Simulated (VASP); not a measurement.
**A VASP study of MgB2 (PBEsol + D3(BJ)): structure first, properties next**

Aim: relax MgB2, then compute properties on the relaxed cell. The steps: full relaxation (PBEsol + D3(BJ)), second relaxation, single point with fields (PBEsol + D3(BJ)), band structure (PBEsol + D3(BJ)), density of states (PBEsol + D3(BJ)), zone-centre phonons (PBEsol + D3(BJ)), volume scan with PBEsol + D3(BJ), fit for PBEsol + D3(BJ) and core levels (PBEsol + D3(BJ)). The start is a cell from a database of measured crystal structures.

Main program and level: VASP 6.6.1; PBEsol with D3(BJ); plane waves and PAW (Mg, B).

Most raw output is cut from this account.

### 1. Starting point

Before any relaxation, the start is as follows. Symmetry: P6/mmm, No. 191, hexagonal system. The conventional cell has a = 3.085 Å, b = 3.085 Å, c = 3.523 Å, α = 90.00°, β = 90.00°, γ = 120.00°. Nearest to Mg lie 12 B at 2.51 Å. Nearest to B lie 3 B at 1.78 Å and 6 Mg at 2.51 Å. Farther neighbours are not listed.

As a file:

```xyz
3
Lattice="3.0850 0.0000 0.0000 -1.5425 2.6717 0.0000 0.0000 0.0000 3.5230" Properties=species:S:1:pos:R:3 pbc="T T T"
Mg    0.0000    0.0000    0.0000
B     0.0000    1.7811    1.7615
B     1.5425    0.8906    1.7615
```

### 2. Full relaxation (PBEsol + D3(BJ))

Properties are meant for the cell that this level of theory prefers, so cell and atoms are relaxed first (ISIF = 3) until forces and stress are small; EDIFFG sets the threshold. PBEsol restores the gradient expansion of exchange and is tuned for the cells of solids. A dispersion term adds the long-range attraction that semilocal functionals lack. D3 with Becke-Johnson damping keeps a finite attraction at short range.

The input, INCAR:

```
SYSTEM = MgB2
PREC = Accurate
ENCUT = 420
EDIFF = 1E-06
NELM = 100
ISMEAR = 0
SIGMA = 0.05
LREAL = .FALSE.
ALGO = Normal
GGA = PS
IVDW = 12
NBANDS = 10
LORBIT = 11
LWAVE = .FALSE.
LCHARG = .FALSE.
KPAR = 2
IBRION = 2
NSW = 60
ISIF = 3
EDIFFG = -0.01
```

The input, POSCAR:

```
MgB2
1.0
    3.0850000000      0.0000000000      0.0000000000
   -1.5425000000      2.6716883707      0.0000000000
    0.0000000000      0.0000000000      3.5230000000
Mg B
1 2
Direct
    0.0000000000      0.0000000000      0.0000000000
    0.3333333333      0.6666666667      0.5000000000
    0.6666666667      0.3333333333      0.5000000000
```

The input, KPOINTS:

```
Automatic mesh
0
Gamma
7 7 6
0 0 0
```

Potentials, in the order of the species: Mg and B (PBE family, release 64).

Launch:

```bash
mpirun -np 2 vasp_std
```

It took 6.6 s on 2 MPI ranks of Intel Xeon 6975P-C (Granite Rapids), shared host; peak memory 0.28 GiB.

The k-mesh is coarse for a metal. The PAW data sets were made with PBE, which is usual practice but a small mismatch for other functionals. Dispersion corrections of this kind ignore metallic screening and tend to overbind metals. The run keeps the 24 symmetry operations of its start, so it cannot find a distortion of lower symmetry.

Step by step:

| step | energy less that of the first step (eV) | largest force (eV/Å) | pressure (GPa) | volume (Å³) |
| --- | --- | --- | --- | --- |
| 1 | 0.0000 | 0.0000 | -7.20 | 29.04 |
| 2 | -0.0259 | 0.0000 | 3.04 | 27.25 |
| 3 | -0.0310 | 0.0000 | -0.13 | 27.74 |
| 4 | -0.0317 | 0.0000 | -0.03 | 27.69 |
| 5 | -0.0317 | 0.0000 | 0.00 | 27.68 |

| conventional cell, symmetrised | before | after | change |
| --- | --- | --- | --- |
| a (Å) | 3.085 | 3.037 | -1.6 % |
| b (Å) | 3.085 | 3.037 | -1.6 % |
| c (Å) | 3.523 | 3.465 | -1.6 % |
| volume (Å³/atom) | 9.68 | 9.23 | -4.7 % |

The relaxed structure:

```
Mg B
1.0
     3.03675    0.00000    0.00000
    -1.51837    2.62990    0.00000
     0.00000    0.00000    3.46548
Mg B
1 2
Direct
  0.00000 0.00000 0.00000
  0.33333 0.66667 0.50000
  0.66667 0.33333 0.50000
```

This step gave:

* electrons: 8
* bands: 10
* irreducible k-points: 32
* symmetry operations: 24
* free energy (TOTEN): -16.96 eV
* energy at zero smearing: -16.96 eV
* Fermi energy: 5.385 eV
* pressure: 4.55e-4 GPa
* metallic: yes
* SCF cycles over all ionic steps: 30

It ends with forces that vanish by symmetry and a pressure of 0.00 GPa. The volume lies -4.7 % from that of the database's start, which holds the thermal and zero-point expansion of its experiment.

### 3. Second relaxation

The basis stayed that of the start cell while the cell moved. A rerun from the cell reached resets it; the error of the finite cutoff stays.

INCAR is that of step 2.

The input, POSCAR:

```
MgB2
1.0
    3.0367461370      0.0000000000      0.0000000000
   -1.5183730685      2.6298992995      0.0000000000
    0.0000000000      0.0000000000      3.4654839979
Mg B
1 2
Direct
    0.0000000000      0.0000000000      0.0000000000
    0.3333333333      0.6666666667      0.5000000000
    0.6666666667      0.3333333333      0.5000000000
```

KPOINTS is that of step 2.

Launch:

```bash
mpirun -np 2 vasp_std
```

The job ended after 3 s (2 MPI ranks; peak memory 0.25 GiB).

Little changed from the start: no atom moved by 0.005 Å and no cell edge by 0.1 %.

Numbers from this step:

| Quantity | Value |
| --- | --- |
| energy at zero smearing | -16.95 eV |
| pressure | -2.16e-4 GPa |
| SCF cycles over all ionic steps | 12 |

It ends with forces that vanish by symmetry and a pressure of 0.00 GPa. The volume moved by under 0.01 %: the run met its threshold at the first step.

### 4. Single point with fields (PBEsol + D3(BJ))

The relaxed cell gets a fresh self-consistent run, on a basis set for its own volume, to fix the density and to check the remaining stress.

Edit INCAR of step 3 so:

```diff
@@ -14,7 +14,5 @@
 LWAVE = .FALSE.
-LCHARG = .FALSE.
-KPAR = 2
-IBRION = 2
-NSW = 60
-ISIF = 3
-EDIFFG = -0.01
+LCHARG = .TRUE.
+ISIF = 2
+LELF = .TRUE.
+LVHAR = .TRUE.
```

POSCAR is that of step 3.

KPOINTS is that of step 3.

Launch:

```bash
mpirun -np 2 vasp_std
```

Elapsed: 3 s, on 2 MPI ranks; peak memory 0.23 GiB.

This step gave:

```yaml
scf_cycles: 12
```

Valence electrons inside each PAW sphere by angular momentum. Sphere charges, by row:

| atom | s (e) | p (e) | d (e) | tot (e) |
| --- | --- | --- | --- | --- |
| Mg1 | 0.163 | 0.192 | 0.064 | 0.419 |
| B2 | 0.695 | 1.264 | 0 | 1.959 |
| B3 | 0.695 | 1.264 | 0 | 1.959 |

Electrostatic potential energy in the ab plane at fractional z = 0.500, with atoms of B within 0.2 Å of it. With pseudopotentials it is smooth inside the atoms' cores, unlike the true potential.

Values in eV, 16 rows by 16 columns:
```
  2   2   2   1  -1  -3  -8 -12 -13  -8  -3  -1   1   2   2   2
  2   2   1  -1  -6 -17 -26 -29 -26 -17  -5  -1   1   2   2   2
  2   1  -1  -7 -23 -31 -27 -27 -31 -23  -7  -1   1   2   2   2
  1  -1  -6 -23 -30 -12   1 -13 -30 -23  -6  -1   1   1   1   1
 -2  -3 -17 -31 -12   2   2 -13 -31 -17  -3  -2  -1  -1  -1  -1
 -4  -8 -26 -27   1   2   1 -27 -26  -8  -3  -3  -6  -7  -5  -3
 -5 -12 -29 -27 -13 -13 -27 -29 -13  -5  -8 -17 -23 -23 -17  -8
 -5 -13 -26 -31 -30 -31 -26 -13  -5 -13 -26 -31 -30 -31 -26 -13
 -5  -8 -17 -23 -23 -17  -8  -5 -13 -29 -27 -13 -13 -27 -29 -12
 -4  -3  -5  -7  -6  -3  -3  -8 -26 -27   1   2   1 -27 -26  -8
 -2  -1  -1  -1  -1  -2  -3 -17 -31 -13   2   2 -12 -31 -17  -3
  1   1   1   1   1  -1  -6 -23 -30 -13   1 -12 -30 -23  -6  -1
  2   2   2   2   1  -1  -7 -23 -31 -27 -27 -31 -23  -7  -1   1
  2   2   2   2   1  -1  -5 -17 -26 -29 -26 -17  -6  -1   1   2
  2   2   2   2   1  -1  -3  -8 -13 -12  -8  -3  -1   1   2   2
  2   2   2   2   1  -2  -4  -5  -5  -5  -4  -2   1   2   2   2
```
Columns run along a (3.0 Å; values clipped at the 3rd and 97th percentile), rows up along b (3.0 Å). Atoms in or near the plane, at fractional coordinates: B at (0.33, 0.67), B at (0.67, 0.33).

Valence density in the ab plane at fractional z = 0.500, with atoms of B within 0.2 Å of it. It is the smooth field of the valence electrons, not physical close to the nuclei.

Ten even steps from '_' (0.12 e/Å³) to '@' (0.89 e/Å³):
```
____..::--++%%@@@@%%++--::..____
__..::--++##@@@@@@##++--::..____
..::--++##%%%%%%%%##++--::......
::--++####**++**####++--::::::::
==++##%%**----**%%##++==--------
**%%@@%%++--++%%@@%%**++++++++++
%%@@@@%%****%%@@@@%%%%########%%
@@@@@@%%##%%@@@@@@@@@@%%##%%@@@@
%%%%########%%%%@@@@%%****%%@@@@
**++++++++++**%%@@%%++--++%%@@%%
==--------==++##%%**----**%%##++
::::::::::--++####**++**####++--
........::--++##%%%%%%%%##++--::
______..::--++##@@@@@@##++--::..
______..::--++%%@@@@%%++--::..__
______..::==**%%@@%%**==::..____
```
Columns run along a (3.0 Å), rows up along b (3.0 Å). Atoms in or near the plane, at fractional coordinates: B at (0.33, 0.67), B at (0.67, 0.33).

ELF in the ab plane at fractional z = 0.500, with atoms of B within 0.2 Å of it. It is the smooth field of the valence electrons, not physical close to the nuclei.

Ten even steps from '_' (0.01) to '@' (0.91):
```
__..::==**%%@@@@@@@@%%**==::..__
..::==++**##%%%%%%####++==::....
--==++**++++====++++**++==--::::
++****++--..__..--++****++======
##%%##++..____..++##%%##**++++**
@@@@%%==______==%%@@@@%%****##%%
@@@@%%==....==%%@@@@@@##++++##@@
@@@@%%++--++%%@@@@@@%%++--++%%@@
@@@@##++++##@@@@@@%%==....==%%@@
@@%%##****%%@@@@%%==______==%%@@
##**++++**##%%##++..____..++##%%
++======++****++--..__..--++****
--::::--==++**++++====++++**++==
......::==++####%%%%%%##**++==::
____..::==**%%@@@@@@@@%%**==::..
____..--++##@@@@@@@@@@##++--..__
```
Columns run along a (3.0 Å), rows up along b (3.0 Å). Atoms in or near the plane, at fractional coordinates: B at (0.33, 0.67), B at (0.67, 0.33).

In this run the pressure is 0.00 GPa, small enough to go on.

### 5. Band structure (PBEsol + D3(BJ))

The mesh alone shows little of the dispersion and can miss band extrema, so KPOINTS_OPT adds a path through the symmetry points after the self-consistent cycle.

The input, INCAR:

```
SYSTEM = MgB2
PREC = Accurate
ENCUT = 420
EDIFF = 1E-06
NELM = 100
ISMEAR = 0
SIGMA = 0.05
LREAL = .FALSE.
ALGO = Normal
GGA = PS
IVDW = 12
NBANDS = 17
LORBIT = 11
LWAVE = .FALSE.
LCHARG = .FALSE.
KPAR = 2
```

POSCAR is that of step 4.

KPOINTS is that of step 4.

The input, KPOINTS_OPT:

```
Line mode
16
Line-mode
Reciprocal
  0.00000000   0.00000000   0.00000000 GAMMA
  0.50000000   0.00000000   0.00000000 M

  0.50000000   0.00000000   0.00000000 M
  0.33333333   0.33333333   0.00000000 K

  0.33333333   0.33333333   0.00000000 K
  0.00000000   0.00000000   0.00000000 GAMMA

  0.00000000   0.00000000   0.00000000 GAMMA
  0.00000000   0.00000000   0.50000000 A

  0.00000000   0.00000000   0.50000000 A
  0.50000000   0.00000000   0.50000000 L

  0.50000000   0.00000000   0.50000000 L
  0.33333333   0.33333333   0.50000000 H

  0.33333333   0.33333333   0.50000000 H
  0.00000000   0.00000000   0.50000000 A

  0.50000000   0.00000000   0.50000000 L
  0.50000000   0.00000000   0.00000000 M

  0.33333333   0.33333333   0.00000000 K
  0.33333333   0.33333333   0.50000000 H
```

Launch:

```bash
mpirun -np 2 vasp_std
```

Run time: 8 s. Hardware: 2 MPI ranks; peak memory 0.27 GiB; 10 s of CPU time.

Numbers from this step:

```
bands    : 17
pressure : -8.11e-4 GPa
```

Electronic bands along the path, in eV, zero at the Fermi level; # counts the bands kept:

| point | #1 | #2 | #3 | #4 | #5 | #6 | #7 |
| --- | --- | --- | --- | --- | --- | --- | --- |
| Γ | -12.55 | -2.88 | 0.54 | 0.54 | 1.92 | 6.62 | 6.62 |
| 0.53 of the way | -11.29 | -3.65 | -1.67 | -1.21 | 3.00 | 5.69 | 6.87 |
| M | -8.51 | -7.90 | -2.10 | 0.35 | 3.33 | 4.10 | 5.71 |
| 0.47 of the way | -8.23 | -7.61 | -3.69 | 0.71 | 3.13 | 5.69 | 5.89 |
| K | -7.22 | -7.22 | -5.95 | 1.99 | 1.99 | 6.52 | 6.52 |
| 0.47 of the way | -10.88 | -3.78 | -2.78 | -1.27 | 3.56 | 6.20 | 7.66 |
| Γ | -12.55 | -2.88 | 0.54 | 0.54 | 1.92 | 6.62 | 6.62 |
| 0.53 of the way | -11.96 | -5.74 | 0.75 | 0.75 | 6.25 | 6.78 | 6.78 |
| A | -11.21 | -7.51 | 0.94 | 0.94 | 6.92 | 6.92 | 8.38 |
| 0.53 of the way | -10.07 | -6.08 | -2.95 | -0.89 | 3.02 | 6.55 | 10.22 |
| L | -7.48 | -6.96 | -3.54 | -1.81 | -1.18 | 6.14 | 9.32 |
| 0.47 of the way | -7.22 | -6.69 | -3.19 | -3.15 | -1.16 | 5.73 | 8.02 |
| H | -6.28 | -6.28 | -5.26 | -1.94 | -1.94 | 3.94 | 12.11 |
| 0.53 of the way | -10.04 | -6.05 | -2.47 | -1.72 | 3.19 | 7.93 | 8.05 |
| A | -11.21 | -7.51 | 0.94 | 0.94 | 6.92 | 6.92 | 8.38 |
| jump to L | -7.48 | -6.96 | -3.54 | -1.81 | -1.18 | 6.14 | 9.32 |
| 0.53 of the way | -8.14 | -7.54 | -1.97 | -1.68 | 0.69 | 5.22 | 8.86 |
| M | -8.51 | -7.90 | -2.10 | 0.35 | 3.33 | 4.10 | 5.71 |
| jump to K | -7.22 | -7.22 | -5.95 | 1.99 | 1.99 | 6.52 | 6.52 |
| 0.47 of the way | -6.87 | -6.87 | -5.66 | -0.13 | -0.13 | 5.82 | 9.54 |
| H | -6.28 | -6.28 | -5.26 | -1.94 | -1.94 | 3.94 | 12.11 |

Of the projections kept (Mg, B), the largest for each band there; the rest of the weight can lie on other orbitals:

| point | #1 | #2 | #3 | #4 | #5 | #6 | #7 |
| --- | --- | --- | --- | --- | --- | --- | --- |
| Γ | B 0.87 | B 0.86 | B 0.98 | B 0.98 | Mg 0.56 | B 0.83 | B 0.83 |
| M | B 0.93 | B 0.88 | B 0.96 | B 0.91 | B 0.86 | B 0.73 | B 0.57 |
| K | B 0.94 | B 0.94 | B 0.85 | B 0.92 | B 0.92 | B 0.62 | B 0.62 |
| Γ | B 0.87 | B 0.86 | B 0.98 | B 0.98 | Mg 0.56 | B 0.83 | B 0.83 |
| A | B 0.94 | B 0.60 | B 1.00 | B 1.00 | B 0.87 | B 0.87 | B 1.00 |
| L | B 0.98 | B 0.94 | B 0.72 | B 0.98 | B 0.55 | B 0.88 | Mg 0.62 |

There is no gap at this level.

Of the bands kept, 3 cross the Fermi level on this path.

### 6. Density of states (PBEsol + D3(BJ))

Here the states are counted by energy and projected on the atoms. The mesh is finer than in the run before.

Edit INCAR of step 5 so:

```diff
@@ -5,3 +5,3 @@
 NELM = 100
-ISMEAR = 0
+ISMEAR = -5
 SIGMA = 0.05
@@ -16 +16,2 @@
 KPAR = 2
+NEDOS = 2001
```

POSCAR is that of step 5.

The input, KPOINTS:

```
Automatic mesh
0
Gamma
11 11 8
0 0 0
```

Launch:

```bash
mpirun -np 2 vasp_std
```

It took 8 s on 2 MPI ranks; peak memory 0.29 GiB; 11 s of CPU time.

With tetrahedra the forces and stress of a metal are not exact derivatives of the energy.

This step gave:

| Item | Value |
| --- | --- |
| SCF cycles | 14 |
| irreducible k-points | 80 |
| free energy (TOTEN) | -16.95 eV |
| Fermi energy | 5.489 eV |
| pressure | 0.1740 GPa |
| DOS at the Fermi level | 0.6928 states/eV/cell |

The density of states has structure finer than the step of the table below, so its rows give means over 1 eV, whole bins alone (the curve runs from -12.0 to 7.99 eV). Peaks (eV: height): total -8.6: 0.600, -5.1: 0.790, -1.9: 1.21, 6.5: 1.81; B p -1.9: 0.623, 6.5: 0.375, 7.3: 0.329; B s -8.6: 0.242, -6.3: 0.163, 6.3: 0.197; Mg s -5.3: 0.0284, 6.4: 0.115.

States under -12.0 eV and over 8.0 eV are left out. Density of states against energy, zero at the Fermi level; means over each step; values in states/eV/cell:

| energy (eV) | total | B p | B s | Mg s |
| --- | --- | --- | --- | --- |
| -11 | 0.416 | 0.0180 | 0.182 | 0.0132 |
| -10 | 0.438 | 0.0353 | 0.183 | 0.0105 |
| -9 | 0.494 | 0.0548 | 0.200 | 0.00769 |
| -8 | 0.400 | 0.0546 | 0.162 | 0.00334 |
| -7 | 0.501 | 0.121 | 0.120 | 0.0173 |
| -6 | 0.629 | 0.167 | 0.128 | 0.0205 |
| -5 | 0.720 | 0.231 | 0.0989 | 0.0225 |
| -4 | 0.852 | 0.309 | 0.0765 | 0.0194 |
| -3 | 0.991 | 0.407 | 0.0679 | 0.0127 |
| -2 | 1.10 | 0.545 | 0.0477 | 0.00799 |
| -1 | 0.875 | 0.421 | 0.0223 | 0.0101 |
| 0 | 0.676 | 0.315 | 0.00849 | 0.0108 |
| 1 | 0.301 | 0.102 | 0.00165 | 0.00784 |
| 2 | 0.311 | 0.0963 | 0.00340 | 0.00784 |
| 3 | 0.436 | 0.121 | 0.0122 | 0.0133 |
| 4 | 0.442 | 0.103 | 0.0167 | 0.0186 |
| 5 | 0.540 | 0.111 | 0.0354 | 0.0356 |
| 6 | 1.22 | 0.207 | 0.145 | 0.0898 |
| 7 | 1.23 | 0.297 | 0.115 | 0.0780 |

The finer mesh and the other smearing move the Fermi level by +0.10 eV from the 7×7×6 run, one measure of the sampling error in the zero of the bands above. Of the states within 0.3 eV of the Fermi level, the largest shares in the PAW spheres are B p 47 %. The rest lies in smaller channels or between the spheres.

### 7. Zone-centre phonons (PBEsol + D3(BJ))

Zone-centre modes test whether the atoms sit at a minimum within this cell. IBRION = 6 takes the force constants from differences of forces between displaced cells, so the forces must be tight.

The input, INCAR:

```
SYSTEM = MgB2
PREC = Accurate
ENCUT = 420
EDIFF = 1E-08
NELM = 100
ISMEAR = 1
SIGMA = 0.2
LREAL = .FALSE.
ALGO = Normal
GGA = PS
IVDW = 12
NBANDS = 10
LORBIT = 11
LWAVE = .FALSE.
LCHARG = .FALSE.
KPAR = 2
IBRION = 6
NFREE = 2
POTIM = 0.015
ISIF = 2
NSW = 1
```

POSCAR is that of step 6.

The input, KPOINTS:

```
Automatic mesh
0
Gamma
15 15 11
0 0 0
```

Launch:

```bash
mpirun -np 2 vasp_std
```

Wall time 83 s (2 MPI ranks); peak memory 0.78 GiB.

The last energy, forces, stress and levels in OUTCAR belong to the last displaced cell, not to the cell of POSCAR.

This step gave:

| Property | Result |
| --- | --- |
| bands | 10 |
| irreducible k-points | 162 |
| pressure of the cell | 0.1096 GPa |
| largest force of the cell | 0 eV/Å |

The modes at Γ (shares of kinetic energy by element, %):

| mode | frequency (cm⁻¹) | symmetry | Mg % | B % |
| --- | --- | --- | --- | --- |
| 1 | 0.0 | acoustic | 53 | 47 |
| 2 | 0.0 | acoustic | 53 | 47 |
| 3 | 0.0 | acoustic | 53 | 47 |
| 4 | 356.0 | E1u | 47 | 53 |
| 5 | 356.0 | E1u | 47 | 53 |
| 6 | 433.4 | A2u | 47 | 53 |
| 7 | 631.8 | E2g | 0 | 100 |
| 8 | 631.8 | E2g | 0 | 100 |
| 9 | 700.4 | Bg | 0 | 100 |

Displacements in mode 5 (356.0 cm⁻¹), the largest set to 1:
```
Mg1  0.00 -0.89  0.00
B2   0.00  1.00  0.00
B3   0.00  1.00  0.00
```

Displacements in mode 9 (700.4 cm⁻¹), the largest set to 1:
```
Mg1  0.00  0.00  0.00
B2   0.00  0.00 -1.00
B3   0.00  0.00  1.00
```

The three acoustic modes come out at zero, and all others are real. By the characters of their eigenvectors the optical modes sort into (cm⁻¹) Raman active: E2g 632; infrared active: E1u 356, A2u 433; silent: Bg 700. B labels carry no number here, since it depends on the setting of the axes. With a centre of inversion no mode is active in both.

### 8. Volume scan with PBEsol + D3(BJ)

An equation of state needs energies on both sides of the minimum, all on one mesh and cutoff.

The input, INCAR:

```
SYSTEM = MgB2
PREC = Accurate
ENCUT = 420
EDIFF = 1E-06
NELM = 100
ISMEAR = 0
SIGMA = 0.05
LREAL = .FALSE.
ALGO = Normal
GGA = PS
IVDW = 12
NBANDS = 10
LORBIT = 11
LWAVE = .FALSE.
LCHARG = .FALSE.
KPAR = 2
ISIF = 2
```

The input, POSCAR:

```
MgB2
1.0
    2.9747543315      0.0000000000      0.0000000000
   -1.4873771658      2.5762128211      0.0000000000
    0.0000000000      0.0000000000      3.3947399843
Mg B
1 2
Direct
    0.0000000000      0.0000000000      0.0000000000
    0.3333333333      0.6666666667      0.5000000000
    0.6666666667      0.3333333333      0.5000000000
```

The input, KPOINTS:

```
Automatic mesh
0
Gamma
7 7 6
0 0 0
```

Launch:

```bash
mpirun -np 2 vasp_std
```

It took 2.6 s on 2 MPI ranks; peak memory 0.26 GiB; 2.9 s of CPU time.

The scan keeps the cell's shape and the fractional positions fixed.

This step gave:

```yaml
scf_cycles: 12
irreducible_k_points: 32
free_energy_toten: -16.90 eV
energy_at_zero_smearing: -16.90 eV
fermi_energy: 5.843 eV
pressure: 11.40 GPa
```

The pressure here is 11.40 GPa.

### 9. Volume scan with PBEsol + D3(BJ) (run 2)

INCAR is that of step 8.

The input, POSCAR:

```
MgB2
1.0
    2.9957039959      0.0000000000      0.0000000000
   -1.4978519979      2.5943557627      0.0000000000
    0.0000000000      0.0000000000      3.4186473916
Mg B
1 2
Direct
    0.0000000000      0.0000000000      0.0000000000
    0.3333333333      0.6666666667      0.5000000000
    0.6666666667      0.3333333333      0.5000000000
```

KPOINTS is that of step 8.

Launch:

```bash
mpirun -np 2 vasp_std
```

Run time: 2.4 s. Hardware: 2 MPI ranks; peak memory 0.26 GiB.

Numbers from this step:

- free energy (TOTEN): -16.93 eV
- energy at zero smearing: -16.93 eV
- Fermi energy: 5.684 eV
- pressure: 7.235 GPa

The pressure falls from 11.40 to 7.24 GPa.

The run ends at a pressure of 7.24 GPa.

### 10. Volume scan with PBEsol + D3(BJ) (run 3)

INCAR is that of step 9.

The input, POSCAR:

```
MgB2
1.0
    3.0163646763      0.0000000000      0.0000000000
   -1.5081823382      2.6122484368      0.0000000000
    0.0000000000      0.0000000000      3.4422250152
Mg B
1 2
Direct
    0.0000000000      0.0000000000      0.0000000000
    0.3333333333      0.6666666667      0.5000000000
    0.6666666667      0.3333333333      0.5000000000
```

KPOINTS is that of step 9.

Launch:

```bash
mpirun -np 2 vasp_std
```

The job ended after 2.4 s (2 MPI ranks; peak memory 0.26 GiB; 2.7 s of CPU time).

The pressure falls from 7.24 to 3.45 GPa.

The run ends at a pressure of 3.45 GPa.

### 11. Volume scan with PBEsol + D3(BJ) (run 4)

INCAR is that of step 10.

The input, POSCAR:

```
MgB2
1.0
    3.0367461370      0.0000000000      0.0000000000
   -1.5183730685      2.6298992995      0.0000000000
    0.0000000000      0.0000000000      3.4654839979
Mg B
1 2
Direct
    0.0000000000      0.0000000000      0.0000000000
    0.3333333333      0.6666666667      0.5000000000
    0.6666666667      0.3333333333      0.5000000000
```

KPOINTS is that of step 10.

Launch:

```bash
mpirun -np 2 vasp_std
```

Elapsed: 2.4 s, on 2 MPI ranks; peak memory 0.26 GiB.

The pressure falls from 3.45 to 0.00 GPa.

The run ends at a pressure of 0.00 GPa.

### 12. Volume scan with PBEsol + D3(BJ) (run 5)

INCAR is that of step 11.

The input, POSCAR:

```
MgB2
1.0
    3.0568576247      0.0000000000      0.0000000000
   -1.5284288123      2.6473163587      0.0000000000
    0.0000000000      0.0000000000      3.4884348919
Mg B
1 2
Direct
    0.0000000000      0.0000000000      0.0000000000
    0.3333333333      0.6666666667      0.5000000000
    0.6666666667      0.3333333333      0.5000000000
```

KPOINTS is that of step 11.

Launch:

```bash
mpirun -np 2 vasp_std
```

The job ended after 2.8 s (2 MPI ranks; peak memory 0.26 GiB; 3.3 s of CPU time).

The pressure falls from 0.00 to -3.14 GPa.

The run ends at a pressure of -3.14 GPa.

(Part 1 of 2 ends here.)

[Lines on the potential files, build, host, timing and source positions are cut from VASP's logs without a mark.]

[Logs are printed without paths, hosts, clocks, repeated set-up lines and the standing remarks that a program may print on its own settings, such as how far it seeks lower states.]

[Hosts, paths, dates, database ids (printed as entryN), source tags and the programs' standing remarks are cut or masked in the printed files.]

[A measured line is paired with the nearest computed mode of its activity, which favours agreement.]
